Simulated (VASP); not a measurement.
An input for Ansatz (written as the equivalent of a VASP run, and not itself run):

Ansatz 0.2 input:
```yaml
crystal:
  lattice:
    - [1.2451398, -2.1566457, 0.0000000]
    - [1.2451398, 2.1566457, 0.0000000]
    - [0.0000000, 0.0000000, 4.0231992]
  atoms:
    - { symbol: Co, position: [0.3333330, 0.6666670, 0.2500000], spin: 1.6 }
    - { symbol: Co, position: [0.6666670, 0.3333330, 0.7500000], spin: 1.6 }
kpoints:
  mp_grid: { grid: [15, 15, 8] }
hamiltonian:
  xc: pbe
  pseudopotentials: { kind: paw }
magnetization: { spin_polarized: true }
scf:
  occupations: { method: methfessel_paxton, width: 0.1 }
  max_iter: 100
relax:
  max_steps: 60
  f_tol: 0.01
  cell: {}
output: { forces: true, stress: true, eigenvalues: true }
```

Task: Translate this input to VASP (INCAR, KPOINTS, POSCAR, choice of POTCAR).

Result: One answer among several that fit: 
File KPOINTS:
```
Automatic mesh
0
Gamma
15 15 8
0 0 0
```

INCAR:
```
EDIFFG=-0.01   # ionic stop
LMAXMIX=4   # l cut-off of mixed one-centre charges
LORBIT=10
SYSTEM=Co
ENCUT=400
LCHARG=F
ALGO=Normal   # blocked Davidson
PREC=Accurate
EDIFF=1E-6   # SCF stop (eV)
GGA=PE
LWAVE=F
LREAL=F
MAGMOM=2*1.6
LASPH=T
IBRION=2   # conjugate gradients
ISMEAR=1
NELM=100
NSW=60   # most ionic steps
ISPIN=2
SIGMA=0.1   # width (eV)
ISIF=3
```

POSCAR:
```
Co
1
    1.2451398260    -2.1566456721    -0.0000000000
    1.2451398260     2.1566456721     0.0000000000
    0.0000000000     0.0000000000     4.0231992265
Co
2
Direct
  0.3333330000   0.6666670000   0.2500000000
  0.6666670000   0.3333330000   0.7500000000
```

POTCAR, in this order: Co (PBE.64 set). Program: vasp_std.

Limits of the translation: each code has its own PAW files, so the cut-off isn't converted (ENCUT is set for VASP's; basis.ecutwfc is left out, and Ansatz then takes the one that its files recommend); Ansatz stops its SCF on the density residual and VASP on the energy change (EDIFF).

The compound is Co in the hcp structure. It was relaxed first. The start is the result of an earlier pass.
